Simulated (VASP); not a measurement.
Runs of VASP 6.6.1 on MgI2. Symmetry: P-3m1, No. 164, trigonal system. Conventional cell: a = 4.077 Å, b = 4.077 Å, c = 6.689 Å, α = 90.00°, β = 90.00°, γ = 120.00°. Mg (site symmetry -3m) is surrounded by 6 I at 2.88 Å. I (site symmetry 3m) is surrounded by 3 Mg at 2.88 Å. 

```csv
task,cell,cutoff (eV),smearing,gap on the mesh (eV),pressure (GPa),largest force (eV/Å)
single point,"P-3m1, 32.1 Å³/atom",520,gaussian 0.02 eV,3.32,-0.1,0.01
single point,"P-3m1, 34.18 Å³/atom",520,gaussian 0.1 eV,(a),-1.5,0.14
single point,"P-3m1, 32.1 Å³/atom",520,gaussian 0.05 eV,3.32,-0.1,0.01
relaxation of cell and atoms,relaxed,600,gaussian 0.02 eV,3.33,0.0,-
```

Alike in all rows: level LDA; potentials or basis VASP PAW LDA potentials, release 64 (Mg, I); no spin polarisation; k mesh 6 × 6 × 4.

Task: Estimate the missing entries.

Result: (a) 3.34.

Caveats: spin-orbit coupling is left out, which moves the levels of the heavy elements.

A k mesh can miss the band edges, and the runs leave out spin-orbit coupling on I.
